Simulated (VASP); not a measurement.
Shape and ions are relaxed at each volume.

Input:

```cif
data_Cd2Se2
_chemical_formula_sum 'Cd2 Se2'
_space_group_name_H-M_alt 'P 1'
_space_group_IT_number 1
_cell_length_a 4.33276
_cell_length_b 4.33276
_cell_length_c 7.06404
_cell_angle_alpha 90.000
_cell_angle_beta 90.000
_cell_angle_gamma 120.000
loop_
_space_group_symop_operation_xyz
  'x, y, z'
loop_
_atom_site_label
_atom_site_type_symbol
_atom_site_fract_x
_atom_site_fract_y
_atom_site_fract_z
_atom_site_occupancy
Cd1 Cd 0.66667 0.33333 0.50005 1
Cd2 Cd 0.33333 0.66667 0.00005 1
Se1 Se 0.66667 0.33333 0.87595 1
Se2 Se 0.33333 0.66667 0.37595 1
```

Level of theory: PBE GGA with D3 dispersion (zero damping), VASP's PBE PAW potentials (set 64) (plane waves; VASP). Settings: 520 eV cut-off, 6×6×3 Γ-centred mesh, Gaussian smearing of 0.050 eV, potentials Cd Se.

Task: Give the energy at these volumes per atom, relative to the lowest: 26.98, 27.84, 28.70, 29.56, 30.42 Å³.

Result: 18.3, 4.3, 0.0, 3.7, 14.1 meV/atom. A third-order Birch-Murnaghan fit gives B0 = 49.5 GPa and B0′ = 4.9.

Measured: bulk modulus 53.4 GPa (computed value off by -7.3 %), as given by Michael Grünwald et al., The Journal of Chemical Physics (2012), arXiv:1201.2992. The calculation is for a static lattice, while the measured bulk modulus holds thermal and zero-point effects, which are part of the difference.

The compound is CdSe in the wurtzite structure. It was relaxed first.
